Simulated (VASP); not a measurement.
# GaB (P4/mmm) in VASP: further runs

The runs below take GaB through band structure, with PBEsol, RPBE, revPBE.

All numbers are computed with VASP 6.6.1; they aren't measurements. Logs are shortened: lines on timing, memory, paths and dates and some standing lists are left out, and cuts for length are marked.

## (1) Starting point

Symmetry: P4/mmm, No. 123, tetragonal system. The conventional cell has a = 2.718 Å, b = 2.718 Å, c = 3.236 Å, α = 90.00°, β = 90.00°, γ = 90.00°. Around Ga (site symmetry 4/mmm) lie 8 B at 2.51 Å and 4 Ga at 2.72 Å. B (site symmetry 4/mmm) is surrounded by 8 Ga at 2.51 Å and 4 B at 2.72 Å.

The cell was built by a generator and needn't be a form met in nature.

## (2) Band structure, PBEsol

The input, POSCAR:

```
GaB
1.0
    2.7182400000      0.0000000000      0.0000000000
    0.0000000000      2.7182400000      0.0000000000
    0.0000000000      0.0000000000      3.2362100000
Ga B
1 1
Direct
    0.5000000000      0.5000000000      0.5000000000
    0.0000000000      0.0000000000      0.0000000000
```

The input, INCAR.step1:

```
PREC     = Accurate       # precision mode
ENCUT    = 520            # plane-wave cutoff, eV
EDIFF    = 1E-6           # SCF threshold, eV
ISMEAR   = -1             # smearing method
SIGMA    = 0.05           # smearing width, eV
LREAL    = False          # projectors in reciprocal space
LASPH    = True           # aspherical terms in the spheres
NELM     = 60             # most SCF steps
ALGO     = Normal         # electronic algorithm
ISIF     = 2              # what is computed and relaxed
LWAVE    = False          # write WAVECAR
LCHARG   = True           # write CHGCAR
GGA      = PS             # functional
```

The input, KPOINTS.step1:

```
regular mesh
0
Gamma
  10 10 8
```

The input, INCAR.step2:

```
PREC     = Accurate       # precision mode
ENCUT    = 520            # plane-wave cutoff, eV
EDIFF    = 1E-6           # SCF threshold, eV
ISMEAR   = 0              # smearing method
SIGMA    = 0.05           # smearing width, eV
LREAL    = False          # projectors in reciprocal space
LASPH    = True           # aspherical terms in the spheres
NELM     = 60             # most SCF steps
ALGO     = Normal         # electronic algorithm
ISIF     = 2              # what is computed and relaxed
LWAVE    = False          # write WAVECAR
LCHARG   = False          # write CHGCAR
GGA      = PS             # functional
ICHARG   = 11             # starting density
```

The input, KPOINTS.step2:

```
path GXMGZRAZ,XR,MA
20
line-mode
reciprocal
 0.0000000000  0.0000000000  0.0000000000  G
 0.0000000000  0.5000000000  0.0000000000  X

 0.0000000000  0.5000000000  0.0000000000  X
 0.5000000000  0.5000000000  0.0000000000  M

 0.5000000000  0.5000000000  0.0000000000  M
 0.0000000000  0.0000000000  0.0000000000  G

 0.0000000000  0.0000000000  0.0000000000  G
 0.0000000000  0.0000000000  0.5000000000  Z

 0.0000000000  0.0000000000  0.5000000000  Z
 0.0000000000  0.5000000000  0.5000000000  R

 0.0000000000  0.5000000000  0.5000000000  R
 0.5000000000  0.5000000000  0.5000000000  A

 0.5000000000  0.5000000000  0.5000000000  A
 0.0000000000  0.0000000000  0.5000000000  Z

 0.0000000000  0.5000000000  0.0000000000  X
 0.0000000000  0.5000000000  0.5000000000  R

 0.5000000000  0.5000000000  0.0000000000  M
 0.5000000000  0.5000000000  0.5000000000  A
```

Potentials or basis: VASP PAW PBE potentials, release 64 (Ga_d, B).

The run is started by

```sh
> cat potpaw_PBE.64/Ga_d/POTCAR potpaw_PBE.64/B/POTCAR > POTCAR
> cp INCAR.step1 INCAR
> cp KPOINTS.step1 KPOINTS
> mpirun -np 1 vasp_std > vasp.out
> cp INCAR.step2 INCAR
> cp KPOINTS.step2 KPOINTS
> mpirun -np 1 vasp_std > vasp.out
```

OUTCAR:

```text
PREC = Accurate
   ENCUT = 520
   EDIFF = 1E-6
   ISMEAR = 0
   LREAL = False
   LASPH = True
   NELM = 60
   ISIF = 2
   GGA = PS
   ICHARG = 11

 ion  position               nearest neighbor table
   1  0.500  0.500  0.500-   2 2.51   2 2.51   2 2.51   2 2.51   2 2.51   2 2.51   2 2.51   2 2.51

   2  0.000  0.000  0.000-   1 2.51   1 2.51   1 2.51   1 2.51   1 2.51   1 2.51   1 2.51   1 2.51

  LATTYP: Found a simple tetragonal cell.
 ALAT       =     2.7182400000
 C/A-ratio  =     1.1905534463

  Lattice vectors:

 A1 = (   2.7182400000,   0.0000000000,   0.0000000000)
 A2 = (   0.0000000000,   2.7182400000,   0.0000000000)
 A3 = (   0.0000000000,   0.0000000000,   3.2362100000)

Analysis of symmetry for initial positions (statically):
=====================================================================
 Subroutine PRICEL returns:
 Original cell was already a primitive cell.

 Routine SETGRP: Setting up the symmetry group for a
 simple tetragonal supercell.

 Subroutine GETGRP returns: Found 16 space group operations
 (whereof 16 operations were pure point group operations)
 out of a pool of 16 trial point group operations.

The static configuration has the point symmetry D_4h.

Analysis of symmetry for dynamics (positions and initial velocities):
=====================================================================
 Subroutine PRICEL returns:
 Original cell was already a primitive cell.

 Routine SETGRP: Setting up the symmetry group for a
 simple tetragonal supercell.

 Subroutine GETGRP returns: Found 16 space group operations
 (whereof 16 operations were pure point group operations)
 out of a pool of 16 trial point group operations.

The dynamic configuration has the point symmetry D_4h.

 Subroutine INISYM returns: Found 16 space group operations
 (whereof 16 operations are pure point group operations),
 and found     1 'primitive' translations

----------------------------------------------------------------------------------------

                                     Primitive cell

  volume of cell :      23.9118

  direct lattice vectors                    reciprocal lattice vectors
     2.718240000  0.000000000  0.000000000     0.367885102  0.000000000  0.000000000
     0.000000000  2.718240000  0.000000000     0.000000000  0.367885102  0.000000000
     0.000000000  0.000000000  3.236210000     0.000000000  0.000000000  0.309003433

  length of vectors
     2.718240000  2.718240000  3.236210000     0.367885102  0.367885102  0.309003433

  position of ions in fractional coordinates (direct lattice)
     0.500000000  0.500000000  0.500000000
     0.000000000  0.000000000  0.000000000

  ion indices of the primitive-cell ions
   primitive index   ion index
                 1           1
                 2           2

----------------------------------------------------------------------------------------

 KPOINTS: path GXMGZRAZ,XR,MA

Interpolating k-points between supplied coordinates.

 Line segments in fractional coordinates (reciprocal lattice):
    0.000000  0.000000  0.000000  ...  0.000000  0.500000  0.000000
    0.000000  0.500000  0.000000  ...  0.500000  0.500000  0.000000
    0.500000  0.500000  0.000000  ...  0.000000  0.000000  0.000000
    0.000000  0.000000  0.000000  ...  0.000000  0.000000  0.500000
    0.000000  0.000000  0.500000  ...  0.000000  0.500000  0.500000
    0.000000  0.500000  0.500000  ...  0.500000  0.500000  0.500000
    0.500000  0.500000  0.500000  ...  0.000000  0.000000  0.500000
    0.000000  0.500000  0.000000  ...  0.000000  0.500000  0.500000
    0.500000  0.500000  0.000000  ...  0.500000  0.500000  0.500000

 Generated    20 points on each line segment, for a total of    180 k-points:

 Following reciprocal coordinates:
            Coordinates               Weight
  0.000000  0.000000  0.000000      0.005556
  0.000000  0.026316  0.000000      0.005556
  0.000000  0.052632  0.000000      0.005556
  0.000000  0.078947  0.000000      0.005556
  0.000000  0.105263  0.000000      0.005556
  0.000000  0.131579  0.000000      0.005556
[... 16 lines left out ...]
  0.052632  0.500000  0.000000      0.005556
  0.078947  0.500000  0.000000      0.005556
 [... further k-points ...]
   k-points           NKPTS =    180   k-points in BZ     NKDIM =    180   number of bands    NBANDS=     12
   number of dos      NEDOS =    301   number of ions     NIONS =      2
   total plane-waves  NPLWV =   9600
   dimension x,y,z NGX =    20 NGY =   20 NGZ =   24
   dimension x,y,z NGXF=    40 NGYF=   40 NGZF=   48
   ions per type =               1   1
   NGX,Y,Z   is equivalent  to a cutoff of  12.23, 12.23, 12.33 a.u.
   NGXF,Y,Z  is equivalent  to a cutoff of  24.46, 24.46, 24.66 a.u.
 SYSTEM =  unknown system
   PREC   = accura    normal or accurate (medium, high low for compatibility)
   ISTART =      0    job   : 0-new  1-cont  2-samecut
   ICHARG =     11    charge: 1-file 2-atom 10-const
   ISPIN  =      1    spin polarized calculation?
   LNONCOLLINEAR =      F non collinear calculations
   LSORBIT =      F    spin-orbit coupling
   LASPH  =      T    aspherical Exc in radial PAW
   ENCUT  =  520.0 eV  38.22 Ry    6.18 a.u.   5.05  5.05  6.02*2*pi/ulx,y,z
   NELM   =     60;   NELMIN=  2; NELMDL=  0     # of ELM steps
   EDIFF  = 0.1E-05   stopping-criterion for ELM
   LREAL  =      F    real-space projection
   EDIFFG = 0.1E-04   stopping-criterion for IOM
   NSW    =      0    number of steps for IOM
   IBRION =     -1    ionic relax: 0-MD 1-quasi-New 2-CG
   NFREE  =      0    steps in history (QN), initial steepest desc. (CG)
   ISIF   =      2    stress and relaxation
   ISYM   =      2    0-nonsym 1-usesym 2-fastsym
   POTIM  = 0.5000    time-step for ionic-motion
   TEBEG  =    0.0;   TEEND  =   0.0 temperature during run
   PSTRESS=    0.0 pullay stress
   NELECT =      16.0000    total number of electrons
   NUPDOWN=      -1.0000    fix difference up-down
   EMIN   =  10.00;   EMAX   =-10.00  energy-range for DOS
   EFERMI =   0.00;   METHOD = LEGACY
   ISMEAR =     0;   SIGMA  =   0.05  broadening in eV -4-tet -1-fermi 0-gaus
   EFERMI_NEDOS =   21; number of points for ismear=-14 and -15
   IALGO  =     38    algorithm
   IMIX   =      4    mixing-type and parameters
     AMIX     =   0.40;   BMIX     =  1.00
     AMIX_MAG =   1.60;   BMIX_MAG =  1.00
  volume/ion in A,a.u.               =      11.96        80.68
  Fermi-wavevector in a.u.,A,eV,Ry     =   1.431894  2.705886 27.896285  2.050319
  Thomas-Fermi vector in A             =   2.551580
   LORBIT       =      0    0 simple, 1 ext, 2 COOP (PROOUT), +10 PAW based schemes
   GGA     = PS    functional components
   LHFCALC =     F    Hartree Fock is set to
   AEXX    =    0.0000 exact exchange contribution
   IVDW    =     0    specifies the selected vdW correction
   LEPSILON=     F    determine dielectric tensor
   LRPA    =     F    only Hartree local field effects (RPA)
 non-spin polarized calculation
 Gauss-broadening in eV      SIGMA  =   0.05
  energy-cutoff  :      520.00
  volume of cell :       23.91
 maximum number of plane-waves:       660

 number of electron      16.0000024 magnetization

 Free energy of the ion-electron system (eV)
  ---------------------------------------------------
  ext. energy  EPLUGINS =         0.00000000
  ---------------------------------------------------
  free energy    TOTEN  =        -7.68352649 eV

  energy without entropy =       -7.68224086  energy(sigma->0) =       -7.68288368

 E-fermi :   6.8353     XC(G=0): -12.0028

 val. band max:        6.8258711671   @ k =   0.1579   0.1579   0.0000
 cond. band min:       6.8495930009   @ k =   0.2105   0.2105   0.0000
 fundamental gap:      0.0237218338
 Fermi energy:         6.8353112168

 k-point     1 :       0.0000    0.0000    0.0000
  band No.  band energies     occupation
      1      -8.4492      2.00000
      2      -8.2903      2.00000
      3      -7.9754      2.00000
      4      -7.9754      2.00000
      5      -7.9281      2.00000
      6      -6.5537      2.00000
      7       5.1231      2.00000
      8       8.7008      0.00000
      9       9.4980      0.00000
     10       9.4980      0.00000
     11      15.9289      0.00000
     12      16.3320      0.00000

 k-point     2 :       0.0000    0.0263    0.0000
  band No.  band energies     occupation
      1      -8.4473      2.00000
      2      -8.2891      2.00000
      3      -7.9770      2.00000
      4      -7.9753      2.00000
      5      -7.9293      2.00000
      6      -6.5405      2.00000
      7       5.1375      2.00000
      8       8.6930      0.00000
      9       9.4009      0.00000
     10       9.5096      0.00000
     11      15.9726      0.00000
     12      16.4008      0.00000

 k-point     3 :       0.0000    0.0526    0.0000
  band No.  band energies     occupation
      1      -8.4419      2.00000
      2      -8.2855      2.00000
      3      -7.9818      2.00000
      4      -7.9749      2.00000
      5      -7.9326      2.00000
      6      -6.5008      2.00000
      7       5.1808      2.00000
      8       8.6327      0.00000
      9       9.1689      0.00000
     10       9.5442      0.00000
     11      16.0571      0.00000
     12      16.6221      0.00000
[... 286 lines left out ...]
 k-point    23 :       0.0526    0.5000    0.0000
  band No.  band energies     occupation
      1      -8.3043      2.00000
      2      -8.1995      2.00000
      3      -8.1002      2.00000
      4      -8.0338      2.00000
      5      -7.9611      2.00000
      6      -1.7593      2.00000
      7      -1.4270      2.00000
      8       8.7584      0.00000
      9      11.5665      0.00000
     10      12.2709      0.00000
     11      12.3983      0.00000
     12      12.4016      0.00000

 k-point    24 :       0.0789    0.5000    0.0000
  band No.  band energies     occupation
      1      -8.2895      2.00000
      2      -8.1975      2.00000
      3      -8.1127      2.00000
      4      -8.0301      2.00000
      5      -7.9674      2.00000
      6      -1.6887      2.00000
      7      -1.3652      2.00000
      8       8.7947      0.00000
      9      11.2199      0.00000
     10      12.2251      0.00000
     11      12.4698      0.00000
     12      12.4791      0.00000

 [... further k-points ...]

------------------------ aborting loop because EDIFF is reached ----------------------------------------

  FORCE on cell =-STRESS in cart. coord.  units (eV):
  Direction    XX          YY          ZZ          XY          YZ          ZX
  --------------------------------------------------------------------------------------
  -------------------------------------------------------------------------------------
  Total        2.1060551      2.1060551     -3.0372476      0.0000000      0.0000000      0.0000000
  in kB      141.1133250    141.1133250   -203.5065932      0.0000000      0.0000000      0.0000000
  external PRESSURE =      26.2400189 kB  Pullay stress =       0.0000000 kB

 VOLUME and BASIS-vectors are now :
 -----------------------------------------------------------------------------
  energy-cutoff  :      520.00
  volume of cell :       23.91
      direct lattice vectors                 reciprocal lattice vectors
     2.718240000  0.000000000  0.000000000     0.367885102  0.000000000  0.000000000
     0.000000000  2.718240000  0.000000000     0.000000000  0.367885102  0.000000000
     0.000000000  0.000000000  3.236210000     0.000000000  0.000000000  0.309003433

 POSITION                                       TOTAL-FORCE (eV/Angst)
 -----------------------------------------------------------------------------------
      1.35912      1.35912      1.61810         0.000000      0.000000      0.000000
      0.00000      0.00000      0.00000         0.000000      0.000000      0.000000
 -----------------------------------------------------------------------------------
    total drift:                               -0.000000      0.000000      0.000000

  FREE ENERGIE OF THE ION-ELECTRON SYSTEM (eV)
  ---------------------------------------------------
  free  energy   TOTEN  =        -7.6835264942 eV

  energy  without entropy=       -7.6822408592  energy(sigma->0) =       -7.68288368
```

Wall time 42 s (1 thread of AMD EPYC 7R13 (Zen 3), shared host); peak memory 0.13 GiB.

Results:

* Band gap along the path: none (metal or under the smearing width)

Levels at the corners of the path, in eV from the Fermi level:
```
point  band 4  band 5  band 6  band 7  band 8  band 9  band 10  band 11  band 12
    Γ  -14.76  -14.71  -13.33   -1.66    1.92    2.72     2.72     9.15     9.55
    X  -14.82  -14.74   -8.60   -8.26    1.95    5.12     5.52     5.53     5.55
    X  -14.82  -14.74   -8.60   -8.26    1.95    5.12     5.52     5.53     5.55
    M  -14.81  -14.56   -4.48   -4.48   -3.46   -1.99     3.33     7.66     7.66
    M  -14.81  -14.56   -4.48   -4.48   -3.46   -1.99     3.33     7.66     7.66
    Γ  -14.76  -14.71  -13.33   -1.66    1.92    2.72     2.72     9.15     9.55
    Γ  -14.76  -14.71  -13.33   -1.66    1.92    2.72     2.72     9.15     9.55
    Z  -14.80  -14.71   -9.95   -9.81    4.38    4.38     8.01     9.57     9.57
    Z  -14.80  -14.71   -9.95   -9.81    4.38    4.38     8.01     9.57     9.58
    R  -14.77  -14.65   -5.47   -5.33   -4.99   -4.26     5.52    10.27    11.93
    R  -14.77  -14.65   -5.47   -5.33   -4.99   -4.26     5.52    10.27    11.93
    A  -14.66  -14.56   -1.91   -1.30   -1.30   -0.38     0.09     0.09     1.28
    A  -14.66  -14.56   -1.91   -1.30   -1.30   -0.38     0.09     0.09     1.28
    Z  -14.80  -14.71   -9.95   -9.81    4.38    4.38     8.01     9.57     9.57
    X  -14.82  -14.74   -8.60   -8.26    1.95    5.12     5.52     5.53     5.55
    R  -14.77  -14.65   -5.47   -5.33   -4.99   -4.26     5.52    10.27    11.93
    M  -14.81  -14.56   -4.48   -4.48   -3.46   -1.99     3.33     7.66     7.66
    A  -14.66  -14.56   -1.91   -1.30   -1.30   -0.38     0.09     0.09     1.28
```

Caveat: the log is that of the step along the path at fixed density, whose energy, stress, charges and moments have no meaning; the PAW data sets were made with another functional, which shifts forces and pressure a little.

(Continued in part 2 of 2.)
